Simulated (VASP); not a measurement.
Method: G0W0 on PBE orbitals, VASP's PBE PAW potentials (set 64) (plane waves; VASP).

The input files of a VASP run:

INCAR:
```
SYSTEM = BN
PREC = Normal
ENCUT = 500
ALGO = EVGW0
LREAL = .FALSE.
LASPH = .TRUE.
ISMEAR = 0
SIGMA = 0.01
GGA = PE
LWAVE = .FALSE.
LCHARG = .FALSE.
NELMGW = 1
NBANDS = 308
NOMEGA = 64
ENCUTGW = 300
NBANDSGW = 12
LSPECTRALGW = .TRUE.
```

### KPOINTS
```
Automatic mesh
0
Gamma
4 4 4
0 0 0
```

### POSCAR
```
BN
1
    0.0000000000     1.8075000000     1.8075000000
    1.8075000000     0.0000000000     1.8075000000
    1.8075000000     1.8075000000     0.0000000000
B N
1 1
Direct
  0.0000000000   0.0000000000   0.0000000000
  0.2500000000   0.2500000000   0.2500000000
```

POTCAR, in this order: B_GW N_GW_new (PBE.64 set). Program: vasp_std. Read from the step before: WAVECAR, WAVEDER.

The resulting files:

OSZICAR:
```
energies w=
    0.000    0.000    0.818    0.000    1.634    0.000    2.446    0.000
    3.252    0.000    4.052    0.000    4.843    0.000    5.625    0.000
    6.396    0.000    7.157    0.000    7.908    0.000    8.648    0.000
    9.377    0.000   10.097    0.000   10.808    0.000   11.510    0.000
   12.206    0.000   12.895    0.000   13.580    0.000   14.260    0.000
   14.939    0.000   15.617    0.000   16.296    0.000   16.978    0.000
   17.664    0.000   18.357    0.000   19.057    0.000   19.768    0.000
   20.492    0.000   21.231    0.000   21.987    0.000   22.766    0.000
   23.567    0.000   24.398    0.000   25.259    0.000   26.159    0.000
   27.098    0.000   28.087    0.000   29.130    0.000   30.236    0.000
   31.414    0.000   32.672    0.000   34.030    0.000   35.494    0.000
   37.091    0.000   38.836    0.000   40.761    0.000   42.896    0.000
   45.285    0.000   47.978    0.000   51.047    0.000   54.575    0.000
   58.683    0.000   63.531    0.000   69.338    0.000   76.425    0.000
   85.264    0.000   96.592    0.000  111.618    0.000  132.480    0.000
  163.341    0.000  213.546    0.000  309.310    0.000  563.164    0.000
NQ=   1    0.0000    0.0000    0.0000,
 performed        209000 updates of chi_q(r,r)
NQ=   2    0.2500    0.0000    0.0000,
 performed        619000 updates of chi_q(r,r)
NQ=   3    0.5000    0.0000    0.0000,
 performed        971000 updates of chi_q(r,r)
NQ=   4    0.2500    0.2500    0.0000,
 performed       1381000 updates of chi_q(r,r)
NQ=   5    0.5000    0.2500    0.0000,
 performed       1949000 updates of chi_q(r,r)
NQ=   6   -0.2500    0.2500    0.0000,
 performed       2460000 updates of chi_q(r,r)
NQ=   7    0.5000    0.5000    0.0000,
 performed       2770000 updates of chi_q(r,r)
NQ=   8   -0.2500    0.5000    0.2500,
 performed       3166000 updates of chi_q(r,r)
 resolving degeneracies of screened two electron integrals
```

**OUTCAR**
```


 k-point   1 :       0.0000    0.0000    0.0000
  band No.  KS-energies  QP-energies   sigma(KS)   V_xc(KS)     V^pw_x(r,r')   Z            occupation Imag(sigma)

      1     -11.5113     -13.6877     -18.2701     -15.4798     -26.4803       0.7800       2.0000       1.4018
      2       8.7364       7.4474     -19.8506     -18.2769     -22.0858       0.8191       2.0000       0.0615
      3       8.7364       7.4474     -19.8506     -18.2769     -22.0858       0.8191       2.0000       0.0615
      4       8.7364       7.4474     -19.8506     -18.2769     -22.0858       0.8191       2.0000       0.0615
      5      17.5264      18.6059     -12.4799     -13.7793      -6.9070       0.8307       0.0000      -0.0781
      6      17.5264      18.6059     -12.4799     -13.7793      -6.9070       0.8307       0.0000      -0.0781
      7      17.5264      18.6059     -12.4799     -13.7793      -6.9070       0.8307       0.0000      -0.0781
      8      19.0803      19.8557     -14.4711     -15.4273      -8.2726       0.8109       0.0000      -0.0968
      9      33.4638      33.6981     -11.1291     -11.4239      -3.2841       0.7946       0.0000      -0.5272
     10      36.4716      37.2816     -12.3407     -13.3287      -5.4777       0.8198       0.0000      -0.5113
     11      36.4716      37.2816     -12.3407     -13.3287      -5.4777       0.8198       0.0000      -0.5113
     12      37.0917      37.4743     -10.5992     -11.0699      -3.0356       0.8129       0.0000      -0.7851

 k-point   2 :       0.2500    0.0000    0.0000
  band No.  KS-energies  QP-energies   sigma(KS)   V_xc(KS)     V^pw_x(r,r')   Z            occupation Imag(sigma)

      1     -10.0311     -12.0654     -18.4299     -15.7639     -26.3287       0.7630       2.0000       1.1670
      2       3.2459       1.5880     -18.2836     -16.2132     -21.6945       0.8008       2.0000       0.0996
      3       7.6035       6.2497     -19.3374     -17.6811     -21.7716       0.8174       2.0000       0.0659
      4       7.6035       6.2497     -19.3374     -17.6811     -21.7716       0.8174       2.0000       0.0659
      5      18.3620      19.1985     -13.4283     -14.4441      -7.6415       0.8235       0.0000      -0.0848
      6      19.0515      20.1832     -12.8593     -14.2332      -6.9810       0.8237       0.0000      -0.0874
      7      19.0515      20.1832     -12.8593     -14.2332      -6.9810       0.8237       0.0000      -0.0874
      8      22.3070      23.3799     -14.7294     -16.0784      -7.9181       0.7954       0.0000      -0.1274
      9      32.1672      32.5340     -10.5784     -11.0365      -3.1836       0.8005       0.0000      -0.4284
     10      32.3106      32.9524     -11.4679     -12.2475      -4.7698       0.8231       0.0000      -0.3721
     11      32.3106      32.9524     -11.4679     -12.2475      -4.7698       0.8231       0.0000      -0.3721
     12      36.5860      37.1800     -11.7832     -12.5327      -3.4329       0.7924       0.0000      -0.8912

 k-point   3 :       0.5000    0.0000    0.0000
  band No.  KS-energies  QP-energies   sigma(KS)   V_xc(KS)     V^pw_x(r,r')   Z            occupation Imag(sigma)

      1      -7.2873      -9.1933     -19.3692     -16.8520     -26.7260       0.7572       2.0000       0.8298
      2      -1.9750      -3.8333     -16.9122     -14.5029     -21.7136       0.7713       2.0000       0.2200
      3       6.7895       5.3699     -19.1655     -17.4242     -21.8182       0.8152       2.0000       0.0708
      4       6.7895       5.3699     -19.1655     -17.4242     -21.8182       0.8152       2.0000       0.0708
      5      18.8615      19.6124     -13.7266     -14.6409      -7.8394       0.8212       0.0000      -0.0876
      6      19.4182      20.4912     -12.6060     -13.9059      -6.7276       0.8254       0.0000      -0.0882
      7      19.4182      20.4912     -12.6060     -13.9059      -6.7276       0.8254       0.0000      -0.0882
      8      23.9983      24.9941     -13.7881     -15.0528      -6.5833       0.7873       0.0000      -0.1615
      9      32.1828      32.7704     -11.6477     -12.3911      -3.9170       0.7904       0.0000      -0.4078
     10      35.5163      36.4092     -12.3532     -13.4879      -3.8863       0.7870       0.0000      -0.8138
     11      35.6353      36.4048     -12.3568     -13.3201      -4.4191       0.7988       0.0000      -0.6900
     12      35.6353      36.4048     -12.3568     -13.3201      -4.4191       0.7988       0.0000      -0.6900

 k-point   4 :       0.2500    0.2500    0.0000
  band No.  KS-energies  QP-energies   sigma(KS)   V_xc(KS)     V^pw_x(r,r')   Z            occupation Imag(sigma)

      1      -9.5459     -11.5675     -18.4720     -15.8567     -26.2737       0.7730       2.0000       1.1080
      2       4.7500       3.1229     -19.1932     -17.1727     -22.3634       0.8053       2.0000       0.0870
      3       5.7154       4.2449     -18.6206     -16.8103     -21.4274       0.8123       2.0000       0.0767
      4       5.7154       4.2449     -18.6206     -16.8103     -21.4274       0.8123       2.0000       0.0767
      5      15.5037      16.2381     -12.2540     -13.1321      -7.0029       0.8364       0.0000      -0.0716
      6      20.2641      21.0840     -13.0271     -14.0266      -7.0041       0.8203       0.0000      -0.0950
      7      22.1634      23.4438     -13.8038     -15.3960      -7.1862       0.8041       0.0000      -0.1175
      8      22.1634      23.4438     -13.8038     -15.3960      -7.1862       0.8041       0.0000      -0.1175
      9      26.9986      27.7451     -12.9728     -13.8964      -6.1229       0.8081       0.0000      -0.1999
     10      35.8773      36.5682     -11.9105     -12.7934      -3.4630       0.7825       0.0000      -0.7934
     11      39.3183      40.1285     -12.3803     -13.3556      -5.1355       0.8308       0.0000      -0.7817
     12      42.1288      42.6856     -10.6718     -11.3392      -2.7749       0.8344       0.0000      -1.2205

 k-point   5 :       0.5000    0.2500    0.0000
  band No.  KS-energies  QP-energies   sigma(KS)   V_xc(KS)     V^pw_x(r,r')   Z            occupation Imag(sigma)

      1      -6.8454      -8.7047     -19.3173     -16.8318     -26.5302       0.7481       2.0000       0.7474
      2      -0.0285      -1.8414     -17.5513     -15.2269     -21.8463       0.7799       2.0000       0.1549
      3       3.5696       1.9178     -18.1879     -16.1346     -21.4942       0.8044       2.0000       0.0948
      4       5.0706       3.5488     -18.5616     -16.6820     -21.5571       0.8096       2.0000       0.0818
      5      16.2596      16.9351     -12.3654     -13.1735      -7.0580       0.8359       0.0000      -0.0737
      6      21.8167      22.7323     -13.5232     -14.6494      -7.2632       0.8131       0.0000      -0.1059
      7      23.1847      24.4529     -13.6554     -15.2448      -6.7689       0.7978       0.0000      -0.1354
      8      23.3240      24.4526     -13.7622     -15.1829      -6.7982       0.7944       0.0000      -0.1403
      9      28.6695      29.6290     -13.6931     -14.9200      -5.9810       0.7821       0.0000      -0.2704
     10      35.1895      36.2141     -12.5478     -13.8456      -4.0814       0.7895       0.0000      -0.7504
     11      37.3475      38.1012     -12.0996     -13.0247      -4.3782       0.8148       0.0000      -0.7643
     12      40.8972      41.4324     -10.8690     -11.5124      -3.1380       0.8318       0.0000      -1.0221

 k-point   6 :      -0.2500    0.2500    0.0000
  band No.  KS-energies  QP-energies   sigma(KS)   V_xc(KS)     V^pw_x(r,r')   Z            occupation Imag(sigma)

      1      -7.8473      -9.7740     -18.9370     -16.3924     -26.3460       0.7572       2.0000       0.8656
      2       1.1454      -0.6051     -17.9402     -15.7187     -21.9350       0.7880       2.0000       0.1302
      3       3.1268       1.4507     -17.9800     -15.8888     -21.3761       0.8015       2.0000       0.0994
      4       6.6360       5.2166     -19.0302     -17.2871     -21.6714       0.8142       2.0000       0.0710
      5      18.4369      19.2770     -12.5756     -13.5882      -6.9059       0.8296       0.0000      -0.0830
      6      20.8862      22.1125     -13.1728     -14.6858      -6.7738       0.8105       0.0000      -0.1071
      7      21.5977      22.5570     -13.7583     -14.9464      -7.2884       0.8075       0.0000      -0.1146
      8      23.2456      24.3964     -14.9601     -16.4144      -8.0086       0.7913       0.0000      -0.1344
      9      30.2142      31.0036     -11.9321     -12.9369      -4.3194       0.7856       0.0000      -0.3235
     10      30.7611      31.3966     -11.4114     -12.1784      -5.0053       0.8285       0.0000      -0.2847
     11      35.4987      36.4541     -12.6727     -13.8777      -4.1525       0.7929       0.0000      -0.7972
     12      42.5823      43.0629     -11.0441     -11.6163      -3.1083       0.8400       0.0000      -1.2396

 k-point   7 :       0.5000    0.5000    0.0000
  band No.  KS-energies  QP-energies   sigma(KS)   V_xc(KS)     V^pw_x(r,r')   Z            occupation Imag(sigma)

      1      -5.9180      -7.7433     -19.6722     -17.2557     -26.6883       0.7553       2.0000       0.6572
      2      -0.1982      -2.1001     -17.7242     -15.2728     -22.1828       0.7759       2.0000       0.1594
      3       3.8197       2.2219     -18.3060     -16.3185     -21.6103       0.8039       2.0000       0.0928
      4       3.8197       2.2219     -18.3060     -16.3185     -21.6103       0.8039       2.0000       0.0928
      5      13.1712      13.6515     -11.9573     -12.5264      -7.1066       0.8439       0.0000      -0.0641
      6      17.9327      18.5243     -11.9904     -12.6953      -6.5969       0.8392       0.0000      -0.0753
      7      26.6597      28.0415     -14.5812     -16.3841      -6.4652       0.7664       0.0000      -0.2449
      8      26.6597      28.0415     -14.5812     -16.3841      -6.4652       0.7664       0.0000      -0.2449
      9      29.5358      30.5521     -15.0476     -16.3718      -6.7934       0.7675       0.0000      -0.3191
...
```
(Selected blocks of OUTCAR.)

The mesh is coarse and the basis finite, so the quasiparticle values are not converged.

The compound is BN in the zinc blende structure. The cell was not relaxed at this level. The k-mesh is coarse (spacing up to 0.75 per Å, 2π included), so the numbers may not be converged in it.
